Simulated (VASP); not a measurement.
VASP runs on GaAs (space group F-43m) share one base input (PBE GGA, plane waves, VASP's PBE PAW potentials (set 64)) and change the settings named in each case.

### POSCAR
```
GaAs
1
    0.0000000000     2.8250000000     2.8250000000
    2.8250000000     0.0000000000     2.8250000000
    2.8250000000     2.8250000000     0.0000000000
Ga As
1 1
Direct
  0.0000000000   0.0000000000   0.0000000000
  0.2500000000   0.2500000000   0.2500000000
```

KPOINTS:
```
Automatic
0
Gamma
 8 8 8
0 0 0
```

### INCAR
```
LWAVE = .FALSE.
LREAL = .FALSE.
LCHARG = .FALSE.
ISMEAR = -1
ENCUT = 300
SYSTEM = GaAs
NELM = 100
LMAXMIX = 4
PREC = Accurate
SIGMA = 0.01
GGA = PE   ! PBE
LASPH = .TRUE.   ! aspherical one-centre terms
ISIF = 2   ! forces and stress, cell fixed
ALGO = Normal   ! blocked Davidson
EDIFF = 1E-6
```

POTCAR, in this order: Ga_d As (PBE.64 set). Program: vasp_std.

```
change                                                                                                              E(σ→0) (eV/atom)  pressure (GPa)  gap on the mesh (eV)
------------------------------------------------------------------------------------------------------------------  ----------------  --------------  --------------------
base run                                                                                                                     -4.1229            3.53                  0.53
GGA removed, POTCAR Ga_d As (LDA.64 set)                                                                                     -4.8170             [?]                   [?]
GGA_COMPAT = .FALSE., LNONCOLLINEAR = .TRUE., LSORBIT = .TRUE., MAGMOM = 0.0 0.0 0.0 0.0 0.0 0.0, program vasp_ncl           -4.1318             [?]                   [?]
KPOINTS 2×2×2 Γ-centred mesh                                                                                                 -2.9057            9.47                  0.47
```

Problem. Some entries are withheld; supply them.

Solution. 
- GGA removed, POTCAR Ga_d As (LDA.64 set), pressure (GPa): -1.57
- GGA removed, POTCAR Ga_d As (LDA.64 set), gap on the mesh (eV): 0.35
- GGA_COMPAT = .FALSE., LNONCOLLINEAR = .TRUE., LSORBIT = .TRUE., MAGMOM = 0.0 0.0 0.0 0.0 0.0 0.0, program vasp_ncl, pressure (GPa): 3.50
- GGA_COMPAT = .FALSE., LNONCOLLINEAR = .TRUE., LSORBIT = .TRUE., MAGMOM = 0.0 0.0 0.0 0.0 0.0 0.0, program vasp_ncl, gap on the mesh (eV): 0.43

Energies of different potentials or functionals have different zeros.  At 300 eV the pressure can carry a Pulay error.

Left out are runs that ran out of time, are held back, or changed the cell or the kind of run, fixed moments of cells without a moment, rows past the twelfth, gaps on odd meshes, pressures of charged cells and columns that move by less than the noise.

The structure is a typed GaAs crystal (F-43m). The cell was not relaxed at this level.
